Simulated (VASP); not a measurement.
Data:

```xyz
6
Lattice="4.9538 0.0000 0.0000 0.0000 4.9538 0.0000 0.0000 0.0000 3.3688" Properties=species:S:1:pos:R:3 pbc="T T T"
Mn     4.9538     0.0000     0.0000
Mn     2.4769     2.4769     1.6844
F      1.5000     1.5000     3.3688
F      3.9769     0.9769     1.6844
F      0.9769     3.9769     1.6844
F      3.4538     3.4538     0.0000
```
Starting moments (μB, in the order of the record's atoms Mn Mn F F F F): 4.5 -4.5 0.0 0.0 0.0 0.0.

All values below come from vdW-DF2, VASP's PBE PAW potentials (set 64) (plane waves; VASP). Settings: 520 eV cut-off, Gaussian smearing of 0.050 eV, potentials Mn_pv F.

Task: Give the spin-up energies of bands 18 to 31 at the high-symmetry points, in eV from the valence-band maximum.

Result: 
| band | Γ | Y | C0 | Z | A0 | T | S | R |
|---|---|---|---|---|---|---|---|---|
| 18 | -5.08 | -4.63 | -4.63 | -4.95 | -4.93 | -4.93 | -4.87 | -5.09 |
| 19 | -4.26 | -4.43 | -4.43 | -4.59 | -4.16 | -4.16 | -4.71 | -4.45 |
| 20 | -3.92 | -4.39 | -4.39 | -4.51 | -4.10 | -4.10 | -4.66 | -4.38 |
| 21 | -3.91 | -4.37 | -4.37 | -4.35 | -4.01 | -4.01 | -3.95 | -4.11 |
| 22 | -3.63 | -4.24 | -4.24 | -4.26 | -4.00 | -4.00 | -3.93 | -4.08 |
| 23 | -1.51 | -1.51 | -1.51 | -1.31 | -1.34 | -1.34 | -1.47 | -1.35 |
| 24 | -1.27 | -1.26 | -1.26 | -1.26 | -1.30 | -1.30 | -1.23 | -1.30 |
| 25 | -1.13 | -1.06 | -1.06 | -1.04 | -1.13 | -1.13 | -1.11 | -1.14 |
| 26 | -0.32 | -0.47 | -0.47 | -0.51 | -0.53 | -0.53 | -0.06 | -0.61 |
| 27 | -0.09 | -0.09 | -0.09 | -0.18 | -0.04 | -0.04 | -0.04 | -0.02 |
| 28 | 2.03 | 2.28 | 2.28 | 2.48 | 2.45 | 2.45 | 2.23 | 2.46 |
| 29 | 2.30 | 2.67 | 2.67 | 2.58 | 2.55 | 2.55 | 2.66 | 2.56 |
| 30 | 2.69 | 2.71 | 2.71 | 2.60 | 2.65 | 2.65 | 2.66 | 2.65 |
| 31 | 2.71 | 2.98 | 2.98 | 3.22 | 3.15 | 3.15 | 3.45 | 3.22 |

Task: Give the spin-down energies of bands 18 to 31 at the high-symmetry points, in eV from the valence-band maximum.

Result: 
| band | Γ | Y | C0 | Z | A0 | T | S | R |
|---|---|---|---|---|---|---|---|---|
| 18 | -5.08 | -4.63 | -4.63 | -4.95 | -4.93 | -4.93 | -4.87 | -5.09 |
| 19 | -4.26 | -4.43 | -4.43 | -4.59 | -4.16 | -4.16 | -4.71 | -4.45 |
| 20 | -3.92 | -4.39 | -4.39 | -4.51 | -4.10 | -4.10 | -4.66 | -4.38 |
| 21 | -3.91 | -4.37 | -4.37 | -4.35 | -4.01 | -4.01 | -3.95 | -4.11 |
| 22 | -3.63 | -4.24 | -4.24 | -4.26 | -4.00 | -4.00 | -3.93 | -4.08 |
| 23 | -1.51 | -1.51 | -1.51 | -1.31 | -1.34 | -1.34 | -1.47 | -1.35 |
| 24 | -1.27 | -1.26 | -1.26 | -1.26 | -1.30 | -1.30 | -1.23 | -1.30 |
| 25 | -1.13 | -1.06 | -1.06 | -1.04 | -1.13 | -1.13 | -1.11 | -1.14 |
| 26 | -0.32 | -0.47 | -0.47 | -0.51 | -0.53 | -0.53 | -0.06 | -0.61 |
| 27 | -0.09 | -0.09 | -0.09 | -0.18 | -0.04 | -0.04 | -0.04 | -0.02 |
| 28 | 2.03 | 2.28 | 2.28 | 2.48 | 2.45 | 2.45 | 2.23 | 2.46 |
| 29 | 2.30 | 2.67 | 2.67 | 2.58 | 2.55 | 2.55 | 2.66 | 2.56 |
| 30 | 2.69 | 2.71 | 2.71 | 2.60 | 2.65 | 2.65 | 2.66 | 2.65 |
| 31 | 2.71 | 2.98 | 2.98 | 3.22 | 3.15 | 3.15 | 3.45 | 3.22 |

The gap is indirect, 2.03 eV, from the valence maximum at Z-A0 at 0.57 to the conduction minimum at Γ.

The compound is MnF2 in the rutile structure. It was relaxed first, which changed the volume by +5 %.
